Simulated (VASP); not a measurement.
Input:

```
Ni
1.0
    0.00000     1.76000     1.76000
    1.76000     0.00000     1.76000
    1.76000     1.76000     0.00000
Ni
1
Cartesian
  0.00000   0.00000   0.00000
```
Starting moments (μB, in the order of the record's atoms Ni): 0.8.

Calculation: PBE GGA, VASP's PBE PAW potentials (set 64) (plane waves; VASP). Run with 400 eV cut-off, 16×16×16 Γ-centred mesh, first-order Methfessel-Paxton smearing of 0.10 eV, potentials Ni.

Q: What does the run give for the cell moment, energy per atom (σ→0), pressure, band gap (on the k-mesh) with the smallest direct gap where there is one?

A: 
```yaml
band gap (on the k-mesh): none (metal, semimetal or under 0.01 eV)
cell_moment: 0.59 μB
energy per atom (σ→0): -527.9 kJ/mol-atom
pressure: -1.26 GPa
```

Q: Give the moment on each site (PAW-sphere projection).

A: 
```tsv
site	moment (μB)
Ni1	0.61
```

The compound is Ni in the fcc structure. The cell was not relaxed at this level.
